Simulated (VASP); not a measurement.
A convergence study with VASP on CaF₂ (fluorite): one setting is varied, all else stays as given below, so the limit is that of these other settings.

```yaml
crystal:
  lattice:
    - [0.00000, 2.73000, 2.73000]
    - [2.73000, 0.00000, 2.73000]
    - [2.73000, 2.73000, 0.00000]
  atoms:
    - { symbol: Ca, position: [0.00000, 0.00000, 0.00000] }
    - { symbol: F, position: [0.25000, 0.25000, 0.25000] }
    - { symbol: F, position: [0.75000, 0.75000, 0.75000] }
```

The numbers are results of PBEsol GGA, VASP's PBE PAW potentials (set 64) (plane waves; VASP 6.6.1), not measurements. The tightest run used: 700 eV cut-off, 16×16×16 Γ-centred mesh, Gaussian smearing of 0.050 eV, potentials Ca_sv F.

```json
[
 {"setting": "1×1×1 mesh", "E (eV/atom)": "-5.9429", "pressure (GPa)": "-10.07", "irreducible k-points": "1"},
 {"setting": "2×2×2 mesh", "E (eV/atom)": "-5.9553", "pressure (GPa)": "-1.21", "irreducible k-points": "3"},
 {"setting": "3×3×3 mesh", "E (eV/atom)": "-5.9683", "pressure (GPa)": "-1.64", "irreducible k-points": "4"}
]
```

Q: These are the cheaper rows. Estimate the results at 16×16×16 mesh, and how far the last row shown lies from them.

A: 
```json
[
 {"quantity": "E (eV/atom)", "tightest run": "-5.9688", "last row shown is off by": "0.0006"},
 {"quantity": "pressure (GPa)", "tightest run": "-1.65", "last row shown is off by": "0.01"}
]
```

Left out are rungs that failed or repeat a setting and relaxations that didn't move; long series are thinned to 24 rows.

The compound is CaF2 in the fluorite structure. The cell was not relaxed at this level.
